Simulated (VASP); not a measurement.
```xyz
2
Lattice="0.0000 2.5425 2.5425 2.5425 0.0000 2.5425 2.5425 2.5425 0.0000" Properties=species:S:1:pos:R:3 pbc="T T T"
Li     0.0000     0.0000     0.0000
Cl     2.5425     2.5425     2.5425
```

Level of theory: PBE GGA with D4 dispersion, VASP's PBE PAW potentials (set 64) (plane waves; VASP 6.6.1). Settings: 520 eV cut-off, 10×10×10 Γ-centred mesh, tetrahedra with Blöchl corrections, potentials Li_sv Cl.

Question: Predict the energy per atom (σ→0), band gap (on the k-mesh) with the smallest direct gap where there is one.

Answer: 
```yaml
band gap (on the k-mesh): 6.49 eV
smallest direct gap (on the k-mesh): 6.49 eV
energy per atom (σ→0): -3816 meV/atom
```

The absolute energy has meaning only against runs of the same code, potentials and settings.

The compound is LiCl in the rock salt structure. It was relaxed first.
